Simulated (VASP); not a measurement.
**MgCdTe$_{2}$ (space group P-4m2): computed properties**

Method: PBEsol GGA, VASP's PBE PAW potentials (set 64) (plane waves; VASP).

| Property | Value |
|---|---|
| space group | P-4m2 (115) |
| cell | a = b = 4.5782 Å, c = 6.4225 Å, α = β = γ = 90.00° |
| volume per atom | 33.65 Å³/atom |
| band gap (over mesh and band path) | 1.44 eV |
| smallest direct gap (over mesh and band path) | 1.44 eV |
| Hill bulk modulus | 39.3 GPa |
| Hill shear modulus | 12.6 GPa |
| Poisson's ratio | 0.355 |
| band-edge character | direct, Γ to Γ |
| density | 4.83 g/cm³ |
| optical Γ-point spectrum | 41 (×2), 123, 138, 143 (×2), 243 (×2), 257 cm⁻¹ |
| C11 | 60.6 GPa |
| C12 | 24.2 GPa |
| C13 | 34.0 GPa |
| C33 | 48.1 GPa |
| C44 | 17.5 GPa |
| C66 | 7.7 GPa |

```
CdMgTe2
1.0
    4.57817     0.00000     0.00000
    0.00000     4.57817     0.00000
    0.00000     0.00000     6.42247
Mg Cd Te
1 1 2
Direct
  0.50000   0.50000   0.50000
  0.00000   0.00000   0.00000
  0.00000   0.50000   0.25439
  0.50000   0.00000   0.74561
```

Unless said otherwise, spin-orbit coupling is left out, though it shifts the bands of the heavy elements here.

The structure comes from a computed database's MgCdTe2 entry (P-4m2); how it stands against other phases isn't given here. It was relaxed first. Symmetry was kept, so distortions that lower it aren't found.
